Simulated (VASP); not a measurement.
Here is the system:

```xyz
6
Lattice="4.6030 0.0000 0.0000 0.0000 4.6030 0.0000 0.0000 0.0000 2.9520" Properties=species:S:1:pos:R:3 pbc="T T T"
Ti     0.0000     0.0000     0.0000
Ti     2.3015     2.3015     1.4760
O      1.4005     1.4005     0.0000
O      3.7019     0.9010     1.4760
O      0.9010     3.7019     1.4760
O      3.2025     3.2025     0.0000
```

Computed with PBE GGA, VASP's PBE PAW potentials (set 64) (plane waves; VASP). Numerical set-up: 620 eV cut-off, 5×5×8 Γ-centred mesh, Gaussian smearing of 0.050 eV, potentials Ti_sv O.

### Question
Estimate the energy per atom (σ→0), pressure, band gap (on the k-mesh) with the smallest direct gap where there is one.

### Answer

```
Item                                          Value
-----------------------------------  --------------
band gap (on the k-mesh)                    1.84 eV
smallest direct gap (on the k-mesh)         1.84 eV
energy per atom (σ→0)                -8.944 eV/atom
pressure                                   5.02 GPa
```

The compound is TiO2 in the rutile structure. It was relaxed first under an external pressure of 5 GPa.
